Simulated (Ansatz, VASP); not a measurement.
# MgSc2 (Sc-Mg-Sc stack, (100) layers): VASP beside Ansatz, part 2 of 2

Wanted: the spread between two codes on one cell, functional and k mesh. The cell is taken from a series of runs on this material, whose earlier steps may have relaxed, scaled, displaced or heated it; both programs get it as it stands.

VASP 6.6.1 and Ansatz 0.2.0.

So far: Starting point; Ansatz: zone-centre phonons, PBEsol.

### 3. VASP: zone-centre phonons, PBEsol

Level of this step: PBEsol; plane waves and PAW (Sc_sv, Mg) (VASP).

The same cell, functional, mesh and smearing now go to VASP, with its own data sets.

Lines of VASP's logs that name or quote its potential files are left out, and so is its time.

Input file INCAR:

```
SYSTEM = MgSc2
PREC = Accurate
ENCUT = 600
EDIFF = 1E-08
NELM = 120
ISMEAR = 1
SIGMA = 0.2
LREAL = .FALSE.
ALGO = Normal
GGA = PS
NBANDS = 18
LASPH = .TRUE.
LORBIT = 11
LWAVE = .FALSE.
LCHARG = .FALSE.
ISIF = 2
IBRION = 8
GGA_COMPAT = .FALSE.
NELMDL = -8
KPAR = 2
```

Input file POSCAR:

```
MgSc2
1.0
    3.0579338885      0.0000000000      0.0000000000
    0.0000000000      3.0579338885      0.0000000000
    0.0000000000      0.0000000000     32.8625553076
Sc Mg
2 1
Direct
    0.0000000000      0.0000000000      0.1665896694
    0.0000000000      0.0000000000      0.3060236090
    0.5000000000      0.5000000000      0.2363066392
```

Input file KPOINTS:

```
Automatic mesh
0
Gamma
6 6 1
0 0 0
```

The projector-augmented-wave data sets are Sc_sv and Mg (PBE family, release 64).

Run with:

```sh
> mpirun -np 2 vasp_std
```

Numbers of over 12 decimals in the logs are rounded to 6 here.

The log of the run:

```text
[banner, memory and clock lines left out]
running    2 mpi-ranks, on    1 nodes
 distrk:  each k-point on    1 cores,    2 groups
 distr:  one band on    1 cores,    1 groups

 POSCAR found type information on POSCAR ScMg
 POSCAR found :  2 types and       3 ions
|                                                                             |
|               ----> ADVICE to this user running VASP <----                  |
|                                                                             |
|     You enforced a specific xc type in the INCAR file but a different       |
|     [... a line on the potential file left out ...]
|     I HOPE YOU KNOW WHAT YOU ARE DOING!                                     |
|                                                                             |

 LDA part: xc-table for (Slater+PW92), standard interpolation
 POSCAR, INCAR and KPOINTS ok, starting setup
 FFT: planning ... GRIDC
 FFT: planning ... GRID_SOFT
 FFT: planning ... GRID
 WAVECAR not read
 entering main loop
       N       E                     dE             d eps       ncg     rms          rms(c)
DAV:   1     0.343941825981E+03    0.34394E+03   -0.10802E+04   448   0.109E+03
DAV:   2     0.187966602132E+01   -0.34206E+03   -0.33531E+03   544   0.472E+02
DAV:   3    -0.150625810794E+02   -0.16942E+02   -0.16323E+02   570   0.134E+02
DAV:   4    -0.155847384352E+02   -0.52216E+00   -0.51170E+00   544   0.202E+01
DAV:   5    -0.156039368575E+02   -0.19198E-01   -0.19132E-01   632   0.346E+00
DAV:   6    -0.156042085066E+02   -0.27165E-03   -0.27154E-03   584   0.457E-01
DAV:   7    -0.156042183539E+02   -0.98473E-05   -0.98449E-05   616   0.796E-02
DAV:   8    -0.156042186233E+02   -0.26941E-06   -0.26967E-06   568   0.154E-02    0.779E+00
DAV:   9    -0.131948395022E+02    0.24094E+01   -0.14800E+01   490   0.287E+01    0.221E+00
DAV:  10    -0.130045824016E+02    0.19026E+00   -0.79813E-01   550   0.915E+00    0.121E+00
DAV:  11    -0.129379676153E+02    0.66615E-01   -0.30653E-01   536   0.333E+00    0.630E-01
DAV:  12    -0.129336290853E+02    0.43385E-02   -0.61102E-02   550   0.147E+00    0.305E-01
DAV:  13    -0.129301611949E+02    0.34679E-02   -0.82770E-03   524   0.589E-01    0.893E-02
DAV:  14    -0.129308061418E+02   -0.64495E-03   -0.51079E-03   582   0.375E-01    0.762E-02
[...]
DAV:  24    -0.129342025039E+02   -0.10029E-05   -0.67918E-08   426   0.226E-03    0.176E-04
DAV:  25    -0.129342040479E+02   -0.15440E-05   -0.25890E-08   306   0.864E-04    0.126E-04
DAV:  26    -0.129342049653E+02   -0.91740E-06   -0.24276E-08   302   0.897E-04    0.557E-05
DAV:  27    -0.129342052314E+02   -0.26616E-06   -0.40480E-09   282   0.440E-04    0.116E-04
DAV:  28    -0.129342054392E+02   -0.20774E-06   -0.30362E-09   274   0.376E-04    0.424E-05
DAV:  29    -0.129342055098E+02   -0.70628E-07   -0.69898E-10   258   0.235E-04    0.249E-05
DAV:  30    -0.129342055233E+02   -0.13458E-07    0.75810E-10   236   0.196E-04    0.120E-05
DAV:  31    -0.129342055309E+02   -0.76611E-08    0.86696E-10   236   0.116E-04
   1 F= -.12934206E+02 E0= -.12921564E+02  d E =-.379237E-01
 Linear response reoptimize wavefunctions to high precision
DAV:   1    -0.129342055324E+02   -0.14243E-08    0.97996E-10   298   0.128E-04
DAV:   2    -0.129342055324E+02   -0.16371E-10    0.11153E-09   230   0.360E-05
DAV:   3    -0.129342055324E+02    0.20009E-10    0.11282E-09   228   0.338E-05
 Linear response DOF=           4
 Linear response progress:
  Degree of freedom:   1/  4
       N       E                     dE             d eps       ncg     rms          rms(c)
RMM:   1    -0.722060244667E+00   -0.72206E+00   -0.66001E+01   590   0.211E+02
RMM:   2    -0.719773585480E+00    0.22867E-02   -0.17014E-01   835   0.444E+00    0.134E-01
RMM:   3    -0.719502324219E+00    0.27126E-03   -0.16357E-02   988   0.107E+00    0.455E-02
RMM:   4    -0.720308109826E+00   -0.80579E-03   -0.18595E-03   940   0.340E-01    0.270E-01
RMM:   5    -0.718903730557E+00    0.14044E-02   -0.38698E-04   861   0.158E-01    0.245E-02
RMM:   6    -0.718720342827E+00    0.18339E-03   -0.16543E-04  1275   0.580E-02    0.107E-02
RMM:   7    -0.718648531476E+00    0.71811E-04   -0.19149E-05  1181   0.316E-02    0.141E-03
RMM:   8    -0.718657112940E+00   -0.85815E-05   -0.69874E-06  1316   0.110E-02    0.832E-04
RMM:   9    -0.718676090399E+00   -0.18977E-04   -0.29321E-06  1161   0.500E-03    0.435E-04
RMM:  10    -0.718681020230E+00   -0.49298E-05   -0.17921E-06  1196   0.286E-03    0.122E-04
RMM:  11    -0.718681487999E+00   -0.46777E-06   -0.12075E-06  1188   0.194E-03    0.981E-05
RMM:  12    -0.718681559153E+00   -0.71154E-07   -0.85838E-07  1124   0.157E-03    0.822E-05
RMM:  13    -0.718681365643E+00    0.19351E-06   -0.41655E-07  1177   0.122E-03    0.660E-05
RMM:  14    -0.718681186097E+00    0.17955E-06   -0.30473E-07  1023   0.112E-03    0.196E-05
[...]
RMM:  18    -0.718680717089E+00    0.13034E-06   -0.81008E-08  1223   0.648E-04    0.128E-05
RMM:  19    -0.718680383318E+00    0.33377E-06   -0.58354E-08  1156   0.638E-04    0.725E-06
RMM:  20    -0.718680369560E+00    0.13759E-07   -0.47321E-08  1338   0.572E-04    0.467E-06
RMM:  21    -0.718680455399E+00   -0.85839E-07   -0.35924E-08  1235   0.544E-04    0.577E-06
RMM:  22    -0.718680378808E+00    0.76591E-07   -0.30254E-08  1284   0.522E-04    0.398E-06
RMM:  23    -0.718680284714E+00    0.94095E-07   -0.22212E-08  1281   0.508E-04    0.139E-06
RMM:  24    -0.718680204889E+00    0.79825E-07   -0.20028E-08  1332   0.494E-04    0.211E-06
RMM:  25    -0.718680202771E+00    0.21181E-08   -0.13954E-08  1397   0.476E-04    0.828E-07
 first order change of Fermi-energy  -0.13831E-02
 force on displaced ion       1 direction 1 :  -1.268   0.000   0.032
 Linear response progress:
  Degree of freedom:   2/  4
       N       E                     dE             d eps       ncg     rms          rms(c)
RMM:   1    -0.877548668221E+00   -0.87755E+00   -0.67103E+01   386   0.210E+02
RMM:   2    -0.872100301947E+00    0.54484E-02   -0.17985E-01   518   0.454E+00    0.134E-01
RMM:   3    -0.874121926315E+00   -0.20216E-02   -0.15828E-02   563   0.109E+00    0.116E-01
RMM:   4    -0.877068192446E+00   -0.29463E-02   -0.18600E-03   472   0.414E-01    0.429E-01
RMM:   5    -0.873467880720E+00    0.36003E-02   -0.54119E-04   513   0.222E-01    0.332E-02
RMM:   6    -0.873481238634E+00   -0.13358E-04   -0.17838E-04   712   0.655E-02    0.197E-02
RMM:   7    -0.873504354702E+00   -0.23116E-04   -0.30624E-05   677   0.333E-02    0.797E-03
RMM:   8    -0.873505116031E+00   -0.76133E-06   -0.10035E-05   683   0.139E-02    0.237E-03
RMM:   9    -0.873499930363E+00    0.51857E-05   -0.34266E-06   748   0.649E-03    0.804E-04
RMM:  10    -0.873499428222E+00    0.50214E-06   -0.10133E-06   669   0.317E-03    0.517E-04
RMM:  11    -0.873500171911E+00   -0.74369E-06   -0.44904E-07   656   0.174E-03    0.285E-04
RMM:  12    -0.873501344670E+00   -0.11728E-05   -0.47966E-07   700   0.105E-03    0.118E-04
RMM:  13    -0.873501698916E+00   -0.35425E-06   -0.41229E-07   644   0.801E-04    0.150E-04
RMM:  14    -0.873502033013E+00   -0.33410E-06   -0.41882E-07   636   0.749E-04    0.638E-05
[...]
RMM:  27    -0.873501342046E+00    0.32716E-09   -0.31438E-07   768   0.453E-04    0.314E-07
RMM:  28    -0.873501342066E+00   -0.19657E-10   -0.29051E-07   773   0.453E-04    0.570E-07
RMM:  29    -0.873501342188E+00   -0.12186E-09   -0.31581E-07   765   0.451E-04    0.315E-07
RMM:  30    -0.873501342039E+00    0.14824E-09   -0.29290E-07   765   0.451E-04    0.482E-07
RMM:  31    -0.873501342168E+00   -0.12912E-09   -0.31980E-07   762   0.451E-04    0.341E-07
RMM:  32    -0.873501342245E+00   -0.76550E-10   -0.29219E-07   760   0.450E-04    0.427E-07
RMM:  33    -0.873501342364E+00   -0.11937E-09   -0.32639E-07   752   0.450E-04    0.375E-07
RMM:  34    -0.873501342420E+00   -0.55749E-10   -0.28870E-07   749   0.450E-04    0.383E-07
 first order change of Fermi-energy   0.34740E+00
 force on displaced ion       1 direction 3 :  -0.000   0.000  -1.806
 Linear response progress:
  Degree of freedom:   3/  4
       N       E                     dE             d eps       ncg     rms          rms(c)
RMM:   1    -0.158999032427E-02   -0.15900E-02   -0.12411E-03   967   0.418E-01
RMM:   2    -0.162725345242E-02   -0.37263E-04   -0.75387E-05   946   0.522E-02    0.224E-02
RMM:   3    -0.163413950474E-02   -0.68861E-05   -0.22287E-05  1011   0.265E-02    0.140E-02
RMM:   4    -0.165723576990E-02   -0.23096E-04   -0.54768E-06   986   0.228E-02    0.221E-03
RMM:   5    -0.165688033596E-02    0.35543E-06   -0.91861E-07  1057   0.744E-03    0.100E-03
RMM:   6    -0.165849317064E-02   -0.16128E-05   -0.12737E-07  1094   0.218E-03    0.193E-04
RMM:   7    -0.165851627847E-02   -0.23108E-07   -0.11931E-08  1146   0.709E-04    0.795E-05
RMM:   8    -0.165856878561E-02   -0.52507E-07   -0.23217E-09  1095   0.225E-04    0.326E-05
RMM:   9    -0.165863931570E-02   -0.70530E-07   -0.53637E-10  1166   0.111E-04    0.117E-05
RMM:  10    -0.165865885516E-02   -0.19539E-07   -0.14135E-10  1107   0.611E-05    0.328E-06
RMM:  11    -0.165866254438E-02   -0.36892E-08   -0.20814E-10  1249   0.315E-05    0.137E-06
 first order change of Fermi-energy   0.14209E-02
 force on displaced ion       3 direction 1 :  -2.675   0.000   0.000
 Linear response progress:
  Degree of freedom:   4/  4
       N       E                     dE             d eps       ncg     rms          rms(c)
RMM:   1    -0.752339656299E-02   -0.75234E-02    0.12891E-02   658   0.107E+00
RMM:   2    -0.779876102891E-02   -0.27536E-03   -0.36585E-04   497   0.255E-01    0.240E-01
RMM:   3    -0.111809238742E+00   -0.10401E+00   -0.22318E-02   793   0.874E-01    0.241E+00
RMM:   4    -0.788983804553E-02    0.10392E+00   -0.24662E-02   599   0.792E-01    0.461E-02
RMM:   5    -0.696474020538E-02    0.92510E-03   -0.85737E-04   473   0.164E-01    0.425E-02
RMM:   6    -0.693663749008E-02    0.28103E-04   -0.26432E-04   589   0.621E-02    0.133E-02
RMM:   7    -0.692994066646E-02    0.66968E-05   -0.18543E-05   515   0.293E-02    0.402E-03
RMM:   8    -0.693457291898E-02   -0.46323E-05   -0.69861E-06   688   0.779E-03    0.199E-03
RMM:   9    -0.693461598043E-02   -0.43061E-07   -0.30976E-06   589   0.505E-03    0.513E-04
RMM:  10    -0.693477592181E-02   -0.15994E-06   -0.24577E-08   614   0.181E-03    0.240E-04
RMM:  11    -0.693506254781E-02   -0.28663E-06    0.45178E-07   637   0.935E-04    0.128E-04
RMM:  12    -0.693510043807E-02   -0.37890E-07   -0.10685E-07   622   0.373E-04    0.759E-05
RMM:  13    -0.693514209569E-02   -0.41658E-07   -0.35063E-08   692   0.166E-04    0.399E-05
RMM:  14    -0.693517868494E-02   -0.36589E-07   -0.16619E-08   650   0.121E-04    0.343E-05
RMM:  15    -0.693512042891E-02    0.58256E-07   -0.43950E-08   643   0.101E-04    0.326E-05
RMM:  16    -0.693513459127E-02   -0.14162E-07    0.16285E-08   642   0.956E-05    0.128E-05
RMM:  17    -0.693513297725E-02    0.16140E-08   -0.38856E-08   633   0.727E-05    0.637E-06
 first order change of Fermi-energy   0.90277E-05
 force on displaced ion       3 direction 3 :   0.000   0.000  -4.103
 Linear response finished
```

From OUTCAR (step 3):

```text
ion  position               nearest neighbor table
   1  0.000  0.000  0.167-   3 3.15   3 3.15   3 3.15   3 3.15
   2  0.000  0.000  0.306-   3 3.15   3 3.15   3 3.15   3 3.15
   3  0.500  0.500  0.236-   2 3.15   2 3.15   2 3.15   2 3.15   1 3.15   1 3.15   1 3.15   1 3.15

  LATTYP: Found a simple tetragonal cell.
 ALAT       =     3.0579338885
 C/A-ratio  =    10.7466532979

 Subroutine GETGRP returns: Found 16 space group operations
 (whereof  8 operations were pure point group operations)

The static configuration has the point symmetry C_4v.
 The point group associated with its full space group is D_4h.

 Found     10 irreducible k-points:

   k-points           NKPTS =     10   k-points in BZ     NKDIM =     10   number of bands    NBANDS=     18

   dimension x,y,z NGX =    24 NGY =   24 NGZ =  270
   dimension x,y,z NGXF=    48 NGYF=   48 NGZF=  540

   ENCUT  =  600.0 eV  44.10 Ry    6.64 a.u.   6.11  6.11 65.63*2*pi/ulx,y,z

   NELECT =      24.0000    total number of electrons

 k-points in reciprocal lattice and weights: Automatic mesh
   0.00000000  0.00000000  0.00000000       0.028
   0.16666667  0.00000000  0.00000000       0.111
   0.33333333  0.00000000  0.00000000       0.111
   0.50000000  0.00000000  0.00000000       0.056
   0.16666667  0.16666667  0.00000000       0.111
   0.33333333  0.16666667  0.00000000       0.222
   0.50000000  0.16666667  0.00000000       0.111
   0.33333333  0.33333333  0.00000000       0.111
   0.50000000  0.33333333  0.00000000       0.111
   0.50000000  0.50000000  0.00000000       0.028

 average (electrostatic) potential at core
       1 -52.9463       2 -52.9463       3 -42.2831

  Total        0.1309399      0.1309399     -0.1266628      0.0000000      0.0000000      0.0000000
  in kB        0.6826924      0.6826924     -0.6603926      0.0000000      0.0000000      0.0000000
  external PRESSURE =       0.2349974 kB  Pullay stress =       0.0000000 kB

  energy-cutoff  :      600.00
  volume of cell :      307.30
      direct lattice vectors                 reciprocal lattice vectors
     3.057933889  0.000000000  0.000000000     0.327018188  0.000000000  0.000000000
     0.000000000  3.057933889  0.000000000     0.000000000  0.327018188  0.000000000
     0.000000000  0.000000000 32.862555308     0.000000000  0.000000000  0.030429770

 POSITION                                       TOTAL-FORCE (eV/Angst)
 -----------------------------------------------------------------------------------
      0.00000      0.00000      5.47456         0.000000      0.000000      0.026100
      0.00000      0.00000     10.05672        -0.000000     -0.000000     -0.026100
      1.52897      1.52897      7.76564         0.000000      0.000000     -0.000000
 -----------------------------------------------------------------------------------
    total drift:                                0.000000      0.000000      0.000025

 Eigenvectors and eigenvalues of the dynamical matrix
 ----------------------------------------------------

   1 f  =    7.235629 THz    45.462796 2PiTHz  241.354597 cm-1    29.924143 meV
             X         Y         Z           dx          dy          dz
      0.000000  0.000000  5.474562     0.000000    0.000000   -0.325600
      0.000000  0.000000 10.056718    -0.000000    0.000000   -0.325600
      1.528967  1.528967  7.765640     0.000000    0.000000    0.887676

   2 f  =    5.848423 THz    36.746726 2PiTHz  195.082394 cm-1    24.187123 meV
             X         Y         Z           dx          dy          dz
      0.000000  0.000000  5.474562     0.310543   -0.101952    0.000000
      0.000000  0.000000 10.056718     0.310543   -0.101952   -0.000000
      1.528967  1.528967  7.765640    -0.842514    0.276598    0.000000

   3 f  =    5.848423 THz    36.746726 2PiTHz  195.082394 cm-1    24.187123 meV
             X         Y         Z           dx          dy          dz
      0.000000  0.000000  5.474562     0.101952    0.310543   -0.000000
      0.000000  0.000000 10.056718     0.101952    0.310543    0.000000
      1.528967  1.528967  7.765640    -0.276598   -0.842514    0.000000

   4 f  =    2.920690 THz    18.351239 2PiTHz   97.423743 cm-1    12.078999 meV
             X         Y         Z           dx          dy          dz
      0.000000  0.000000  5.474562     0.000000    0.000000   -0.707107
      0.000000  0.000000 10.056718     0.000000    0.000000    0.707107
      1.528967  1.528967  7.765640    -0.000000    0.000000    0.000000

   5 f  =    2.545319 THz    15.992714 2PiTHz   84.902718 cm-1    10.526591 meV
             X         Y         Z           dx          dy          dz
      0.000000  0.000000  5.474562     0.706724    0.023277   -0.000000
      0.000000  0.000000 10.056718    -0.706724   -0.023277    0.000000
      1.528967  1.528967  7.765640    -0.000000    0.000000    0.000000

   6 f  =    2.545319 THz    15.992714 2PiTHz   84.902718 cm-1    10.526591 meV
             X         Y         Z           dx          dy          dz
      0.000000  0.000000  5.474562     0.023277   -0.706724    0.000000
      0.000000  0.000000 10.056718    -0.023277    0.706724   -0.000000
      1.528967  1.528967  7.765640     0.000000   -0.000000    0.000000

   7 f/i=    0.006184 THz     0.038853 2PiTHz    0.206265 cm-1     0.025574 meV
             X         Y         Z           dx          dy          dz
      0.000000  0.000000  5.474562     0.004711   -0.627014   -0.000000
      0.000000  0.000000 10.056718     0.004711   -0.627014    0.000000
      1.528967  1.528967  7.765640     0.003473   -0.462224    0.000000

   8 f/i=    0.006184 THz     0.038853 2PiTHz    0.206265 cm-1     0.025574 meV
             X         Y         Z           dx          dy          dz
      0.000000  0.000000  5.474562     0.627014    0.004711    0.000000
      0.000000  0.000000 10.056718     0.627014    0.004711   -0.000000
      1.528967  1.528967  7.765640     0.462224    0.003473    0.000000

   9 f/i=    0.006771 THz     0.042541 2PiTHz    0.225843 cm-1     0.028001 meV
             X         Y         Z           dx          dy          dz
      0.000000  0.000000  5.474562     0.000000    0.000000   -0.627682
      0.000000  0.000000 10.056718    -0.000000    0.000000   -0.627682
      1.528967  1.528967  7.765640     0.000000    0.000000   -0.460468

 ELASTIC MODULI CONTR FROM IONIC RELAXATION (kBar)
 Direction    XX          YY          ZZ          XY          YZ          ZX
 --------------------------------------------------------------------------------
 XX         -76.3319    -76.3319    -83.0448      0.0000     -0.0000      0.0000
 YY         -76.3319    -76.3319    -83.0448      0.0000     -0.0000      0.0000
 ZZ         -83.0448    -83.0448    -90.3481      0.0000     -0.0000      0.0000
 XY           0.0000      0.0000      0.0000      0.0000      0.0000      0.0000
 YZ          -0.0000     -0.0000     -0.0000      0.0000    -71.0893     -0.0000
 ZX           0.0000      0.0000      0.0000      0.0000     -0.0000    -50.9117
 --------------------------------------------------------------------------------
```

### 4. Differences

Known differences besides the potentials themselves: Ansatz cuts the interaction across the vacuum, VASP repeats the sheet without a dipole correction; VASP's run holds the zone centre alone; the data sets hold 32 valence electrons in Ansatz (on its default PAW (the set named soft_2) files) and 24 in VASP; the cutoff is 420 eV in Ansatz and 600 eV in VASP; Ansatz makes its cores anew for this functional, VASP keeps those of its PBE data sets. Total energies have different zeros and are not compared.

Compared:

```
                  quantity  Ansatz   VASP  difference
optical mode 1 to 2 (cm⁻¹)    81.5   84.9     -4.04 %
     optical mode 3 (cm⁻¹)    96.6   97.4     -0.82 %
optical mode 4 to 5 (cm⁻¹)   194.6  195.1     -0.26 %
     optical mode 6 (cm⁻¹)   238.8  241.4     -1.04 %
```

Modes are paired by rising frequency, not by their patterns, so a pair may set unlike modes beside each other; they are those without the splitting of longitudinal modes. Where the cell holds vacuum, a pressure given here is an average over it and none of the material.

### 5. Summary of results

| Quantity | Value |
| --- | --- |
| r.m.s. difference of the optical zone-centre modes, each program's sorted by frequency (zone-centre phonons, PBEsol) | 2.3 cm⁻¹ |
| difference in optical mode 1 to 2 (zone-centre phonons, PBEsol) | -4.0 % |

In words: The r.m.s. difference of the optical zone-centre modes, each program's sorted by frequency is 2.3 cm⁻¹ (zone-centre phonons, PBEsol). The data sets hold unlike numbers of valence electrons (32 in Ansatz and 24 in VASP), so part of the differences may come from the potentials. Among the rows given in per cent, the largest difference of the zone-centre phonons, PBEsol pair is in optical mode 1 to 2, -4.0 %. Such differences can come from data sets, numerical settings and the points named under the comparisons, not from the functional's error against experiment.

[Lines on the potential files, build, host, timing and source positions are cut from VASP's logs without a mark.]

[Logs are printed without paths, hosts, clocks, repeated set-up lines and the standing remarks that a program may print on its own settings, such as how far it seeks lower states.]

[Hosts, paths, dates, database ids (printed as entryN), source tags and the programs' standing remarks are cut or masked in the printed files.]
